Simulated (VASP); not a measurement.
An input for Quantum ESPRESSO's pw.x (written as the equivalent of a VASP run, and not itself run):

```
&CONTROL
  calculation = 'scf'
  pseudo_dir = './pseudo'
  outdir = './out'
  tprnfor = .true.
  tstress = .true.
/
&SYSTEM
  ibrav = 0
  nat = 4
  ntyp = 2
  ecutwfc = 58
  occupations = 'smearing'
  smearing = 'gaussian'
  degauss = 0.009996
  input_dft = 'pbesol'
/
&ELECTRONS
  conv_thr = 7.3e-08
  electron_maxstep = 100
/
ATOMIC_SPECIES
  Cs 132.905 Cs.upf
  Cl 35.450 Cl.upf
CELL_PARAMETERS angstrom
     4.9735620    0.0000000    0.0000000
     0.0000000    4.9735620    0.0000000
     0.0000000    0.0000000    8.7574830
ATOMIC_POSITIONS crystal
  Cs   0.0000000  0.5000000  0.0000000
  Cs   0.5000000  0.0000000  0.5000000
  Cl   0.0000000  0.0000000  0.2500000
  Cl   0.0000000  0.0000000  0.7500000
K_POINTS automatic
  5 5 3 0 0 0
```

### Question
Write the VASP files for the same calculation (PBEsol).

### Answer
This is not unique; one that fits is 
INCAR:
```
! general
SYSTEM =CsCl
PREC   =Accurate
ENCUT  =300
LREAL  =.False.
LASPH  =.True.

! electronic loop
EDIFF  =1E-6
NELM   =100
ALGO   =Normal
LMAXMIX=4

! smearing
ISMEAR =0
SIGMA  =0.136

! functional
GGA    =PS

! ions
ISIF   =2

! output
LWAVE  =.False.
LCHARG =.False.
```

KPOINTS:
```
Automatic mesh
0
gamma
  5 5 3
0 0 0
```

### POSCAR
```
CsCl
1.0
  4.9735620000   0.0000000000   0.0000000000
  0.0000000000   4.9735620000   0.0000000000
  0.0000000000   0.0000000000   8.7574830000
Cs Cl
2 2
Cartesian
  0.0000000000   2.4867810000   0.0000000000
  2.4867810000   0.0000000000   4.3787415000
  0.0000000000   0.0000000000   2.1893707500
  0.0000000000   0.0000000000   6.5681122500
```

POTCAR, in this order: Cs_sv Cl (PBE.64 set). Program: vasp_std.

Limits of the translation: the potentials are each code's own (VASP's PAW set, PseudoDojo norm-conserving files in pw.x), so ENCUT and ecutwfc are chosen apart and not converted; conv_thr bounds pw.x's estimated SCF error, while EDIFF bounds the energy change between steps.

The structure was generated: CsCl was put into an ordered model structure, which need not be its known phase. The cell was not relaxed at this level. The run is one of a series of settings (GGA = PS against the base run), some of them coarse on purpose.
